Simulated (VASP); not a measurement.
# BaTlBr3 (strained cubic perovskite), PBE single-point calculation: Ansatz's output and VASP's

```cif
data_structure
_symmetry_space_group_name_H-M 'P 1'
_symmetry_Int_Tables_number 1
_cell_length_a 6.2294
_cell_length_b 6.2294
_cell_length_c 6.2917
_cell_angle_alpha 90.000
_cell_angle_beta 90.000
_cell_angle_gamma 90.000
_cell_volume 244.15
loop_
_atom_site_label
_atom_site_type_symbol
_atom_site_fract_x
_atom_site_fract_y
_atom_site_fract_z
_atom_site_occupancy
Tl1 Tl 0.00000 0.00000 0.00000 1
Ba1 Ba 0.50000 0.50000 0.50000 1
Br1 Br 0.50000 0.50000 0.00000 1
Br2 Br 0.50000 0.00000 0.50000 1
Br3 Br 0.00000 0.50000 0.50000 1
```

Ansatz printed

```
SCF 1 converged in 7 iterations: F = -25750.842779 eV  dr2 = 2.18e-8
  greatest PAW one-centre occupation: 0.968 electrons in one spin orbital (limit 2), on the Tl atom at site 0 (counted from 0), in its partial waves of l = 2
NSCF: frozen V_eff on 4 k-points
SCF converged after 7 iterations
Free energy (F): -25750.842779 eV
Harris-Foulkes:  -25750.842779 eV  (|F-HF|=3.91e-9)
Internal energy: -25750.842779 eV  (E = F + TS)
E sigma→0 (E₀):  -25750.842779 eV
Fermi energy:    2.414413 eV
--- Per-component energies (eV) ---
  E_band       = -275.350056
  E_kinetic    = 899.260032
  E_local      = -2578.724329  (includes V_loc(G=0)·N_el)
  E_nonlocal   = 585.777930
  E_hartree    = 872.901583
  E_xc         = -1192.753118
  E_vxc        = -588.099170  (∫ρ·V_xc dr)
  E_paw        = -22127.392926  (= ΣΔE_a)
  E_vpaw       = -339.366662  (= ΣTr[D̂ρ^β])
  E_aug_tail   = 0.000031  (compensation charges beyond the density's cutoff)
  E_ewald      = -2209.911982
  E_smearing   = -0.000000  (= −TS)
  E_closure    = 0.000000  (closes the sum)
  Σ components = -25750.842779   (vs F -25750.842779, Δ=0.00e0)
--- Forces (eV/Å), atoms counted from 1 ---
  atom   1  Tl    -0.00000000     0.00000000     0.00000000
  atom   2  Ba     0.00000000     0.00000000     0.00000000
  atom   3  Br     0.00000000     0.00000000     0.00000000
  atom   4  Br    -0.00000000    -0.00000000     0.00000000
  atom   5  Br     0.00000000     0.00000000     0.00000000
  max |Σ_I F_I| component: 6.02e-29 eV/Å
--- Stress (GPa, compression-positive) ---
        0.291044       0.000000       0.000000
        0.000000       0.291044       0.000000
        0.000000       0.000000      -0.038361
  P = ⅓ Tr σ = 0.1812 GPa (1.812 kbar)
--- Band table (eV; the first three rows and the last of 18) ---
  k-point 0: bands = ["-24.2946", "-11.5711", "-11.5068", "-11.4871", "-9.8125", "-9.8122", "-9.8120", "-9.8120", "-9.8113", "-9.6789", "-9.6789", "-9.6599", "-3.4968", "0.1358", "0.1609", "0.1609", "0.5478", "0.5602", "0.5602", "0.7335", "0.7485", "0.7485", "4.8918", "4.9067", "4.9067", "6.0447", "6.0468"]
  k-point 1: bands = ["-24.2941", "-11.6570", "-11.5492", "-11.5062", "-9.8125", "-9.8125", "-9.8125", "-9.8124", "-9.8113", "-9.6774", "-9.6774", "-9.3977", "-3.5116", "-0.0541", "0.2040", "0.2040", "0.4369", "0.4881", "0.4881", "0.5184", "0.7278", "0.7278", "4.3000", "4.7714", "4.7714", "6.0850", "6.5308"]
  k-point 2: bands = ["-24.2936", "-11.7750", "-11.5532", "-11.5057", "-9.8130", "-9.8130", "-9.8129", "-9.8122", "-9.8113", "-9.6759", "-9.6759", "-9.1544", "-3.5263", "-0.4609", "0.3148", "0.3148", "0.3385", "0.3385", "0.4337", "0.4897", "0.7209", "0.7209", "3.9002", "4.6586", "4.6586", "6.1278", "7.1756"]
  k-point 17: bands = ["-24.2911", "-11.8292", "-11.8292", "-11.7721", "-9.8120", "-9.8115", "-9.8115", "-9.8115", "-9.8107", "-9.1506", "-9.1118", "-9.1118", "-3.4645", "-0.7026", "-0.3889", "-0.3467", "-0.3060", "-0.2866", "-0.2866", "0.9108", "0.9108", "0.9182", "4.7973", "4.7985", "4.7985", "7.7952", "7.7952"]
```

The two codes use different PAW datasets and cutoffs. VASP's cell holds 44 valence electrons and Ansatz's 44. Ansatz's stress includes a Pulay correction; VASP's doesn't.

Q: What does VASP give for the same cell and level of theory?

A: gap between bands v and c 2.96 eV; least direct gap 3.14 eV; pressure 0.4 GPa.

From OUTCAR

```
k-points           NKPTS =     18   k-points in BZ     NKDIM =     18   number of bands    NBANDS=     30

   NELECT =      44.0000    total number of electrons

   dimension x,y,z NGX =    48 NGY =   48 NGZ =   48
   dimension x,y,z NGXF=    96 NGYF=   96 NGZF=   96

  energy-cutoff  :      520.00
  volume of cell :      244.15
      direct lattice vectors                 reciprocal lattice vectors
     6.229386349  0.000000000  0.000000000     0.160529456  0.000000000  0.000000000
     0.000000000  6.229386349  0.000000000     0.000000000  0.160529456  0.000000000
     0.000000000  0.000000000  6.291680212     0.000000000  0.000000000  0.158940055

 k-points in reciprocal lattice and weights: KPOINTS created by Atomic Simulation Env
   0.00000000  0.00000000  0.00000000       0.016
   0.25000000  0.00000000  0.00000000       0.062
   0.50000000  0.00000000  0.00000000       0.031
   0.25000000  0.25000000  0.00000000       0.062
   0.50000000  0.25000000  0.00000000       0.062
   0.50000000  0.50000000  0.00000000       0.016
   0.00000000  0.00000000  0.25000000       0.031
   0.25000000  0.00000000  0.25000000       0.125
   ...

 E-fermi :  -0.8979

 k-point     1 :       0.0000    0.0000    0.0000
  band No.  band energies     occupation
      1     -26.7063      2.00000
      2     -13.8820      2.00000
      3     -13.8158      2.00000
      4     -13.7971      2.00000
      5     -12.1188      2.00000
      6     -12.1184      2.00000
      7     -12.1183      2.00000
      8     -12.1183      2.00000
      9     -12.1175      2.00000
     10     -12.0788      2.00000
     11     -12.0788      2.00000
     12     -12.0610      2.00000
     13      -5.8172      2.00000
     14      -2.1802      2.00000
     15      -2.1549      2.00000
     16      -2.1549      2.00000
     17      -1.7527      2.00000
     18      -1.7413      2.00000
     19      -1.7413      2.00000
     20      -1.5510      2.00000
     21      -1.5333      2.00000
     22      -1.5333      2.00000
     23       2.5817      0.00000
     24       2.5965      0.00000
     25       2.5965      0.00000
     26       3.6946      0.00000
     27       3.6966      0.00000
     28       3.6966      0.00000
     29       4.1127      0.00000
     30       4.9885      0.00000

 k-point     2 :       0.2500    0.0000    0.0000
  band No.  band energies     occupation
      1     -26.7057      2.00000
      2     -14.0163      2.00000
      3     -13.8510      2.00000
      4     -13.7992      2.00000
      5     -12.1192      2.00000
      6     -12.1191      2.00000
      7     -12.1188      2.00000
      8     -12.1183      2.00000
      9     -12.1182      2.00000
     10     -12.0764      2.00000
     11     -12.0589      2.00000
     12     -11.7794      2.00000
     13      -5.8315      2.00000
     14      -2.3813      2.00000
     15      -2.1364      2.00000
     16      -2.1135      2.00000
     17      -1.8566      2.00000
     18      -1.8325      2.00000
     19      -1.8180      2.00000
     20      -1.7731      2.00000
     21      -1.5747      2.00000
     22      -1.5570      2.00000
     23       1.9837      0.00000
     24       2.4420      0.00000
     25       2.4543      0.00000
     26       3.7399      0.00000
     27       4.2044      0.00000
     28       4.2119      0.00000
     29       4.8483      0.00000
     30       5.1214      0.00000

 k-point     3 :       0.5000    0.0000    0.0000
  band No.  band energies     occupation
      1     -26.7051      2.00000
      2     -14.1518      2.00000
      3     -13.8531      2.00000
      4     -13.7987      2.00000
      5     -12.1200      2.00000
      6     -12.1199      2.00000
      7     -12.1194      2.00000
      8     -12.1182      2.00000
      9     -12.1180      2.00000
     10     -12.0741      2.00000
     11     -12.0569      2.00000
     12     -11.5056      2.00000
     13      -5.8456      2.00000
     14      -2.8383      2.00000
     15      -2.0279      2.00000
     16      -2.0186      2.00000
     17      -1.9881      2.00000
     18      -1.9590      2.00000
     19      -1.8604      2.00000
     20      -1.8034      2.00000
     21      -1.5821      2.00000
     22      -1.5645      2.00000
     23       1.5732      0.00000
     24       2.3259      0.00000
     25       2.3352      0.00000
     26       3.7861      0.00000
     27       4.8653      0.00000
     28       4.8835      0.00000
     29       5.1836      0.00000
     30       5.4472      0.00000

 ...

  Total        0.8123034      0.8123034      0.2692745      0.0000000      0.0000000      0.0000000
  in kB        5.3305456      5.3305456      1.7670494      0.0000000      0.0000000      0.0000000
  external PRESSURE =       4.1427135 kB  Pullay stress =       0.0000000 kB

 POSITION                                       TOTAL-FORCE (eV/Angst)
 -----------------------------------------------------------------------------------
      0.00000      0.00000      0.00000         0.000000      0.000000      0.000000
      3.11469      3.11469      3.14584         0.000000      0.000000      0.000000
      3.11469      3.11469      0.00000         0.000000      0.000000      0.000000
      3.11469      0.00000      3.14584         0.000000      0.000000      0.000000
      0.00000      3.11469      3.14584         0.000000      0.000000      0.000000
 -----------------------------------------------------------------------------------
    total drift:                                0.000000     -0.000000     -0.000000

  FREE ENERGIE OF THE ION-ELECTRON SYSTEM (eV)
  ---------------------------------------------------
  free  energy   TOTEN  =       -16.5532085581 eV

  energy  without entropy=      -16.5532085581  energy(sigma->0) =      -16.55320856
```
